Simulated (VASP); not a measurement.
Input for VASP

**POSCAR**
```
HgS
1.0
  0.0000000000   2.9387265946   2.9387265946
  2.9387265946   0.0000000000   2.9387265946
  2.9387265946   2.9387265946   0.0000000000
Hg S
1 1
Direct
  0.0000000000   0.0000000000   0.0000000000
  0.2500000000   0.2500000000   0.2500000000
```

**INCAR**
```
ALGO = Normal
EDIFF = 1E-6
EDIFFG = -0.01
ENCUT = 400
GGA = PS
IBRION = 2
ISIF = 3
ISMEAR = 1
LASPH = .TRUE.
LCHARG = .FALSE.
LMAXMIX = 6
LREAL = .FALSE.
LWAVE = .FALSE.
NELM = 100
NSW = 60
PREC = Accurate
SIGMA = 0.1
SYSTEM = HgS
```

### KPOINTS
```
Automatic mesh
0
Gamma
10 10 10
0 0 0
```

POTCAR, in this order: Hg S (PBE.64 set). Program: vasp_std.

### Question
Write an equivalent input for Quantum ESPRESSO's pw.x.

### Answer
One equivalent input (not run):
```
&CONTROL
  calculation = 'vc-relax'
  pseudo_dir = './pseudo'
  outdir = './out'
  tprnfor = .true.
  tstress = .true.
  nstep = 60
  forc_conv_thr = 0.00039
/
&SYSTEM
  ibrav = 0
  nat = 2
  ntyp = 2
  ecutwfc = 66
  occupations = 'smearing'
  smearing = 'methfessel-paxton'
  degauss = 0.00735
  input_dft = 'pbesol'
/
&ELECTRONS
  conv_thr = 7.3e-08
  electron_maxstep = 100
/
&IONS
/
&CELL
/
ATOMIC_SPECIES
  Hg 200.592 Hg.upf
  S 32.060 S.upf
CELL_PARAMETERS angstrom
    -0.0000000    2.9387266    2.9387266
     2.9387266    0.0000000    2.9387266
     2.9387266    2.9387266    0.0000000
ATOMIC_POSITIONS crystal
  Hg   0.0000000  0.0000000  0.0000000
  S    0.2500000  0.2500000  0.2500000
K_POINTS automatic
  10 10 10 0 0 0
```
Limits of the translation: the potentials are each code's own (VASP's PAW set, PseudoDojo norm-conserving files in pw.x), so ENCUT and ecutwfc are chosen apart and not converted; conv_thr bounds pw.x's estimated SCF error, while EDIFF bounds the energy change between steps; forc_conv_thr acts on force components and is met together with etot_conv_thr.

The structure was generated: HgS was put into the zinc blende type (F-43m), which need not be its known phase. This run relaxes it. Symmetry was kept, so distortions that lower it aren't found. The start is the result of an earlier pass.
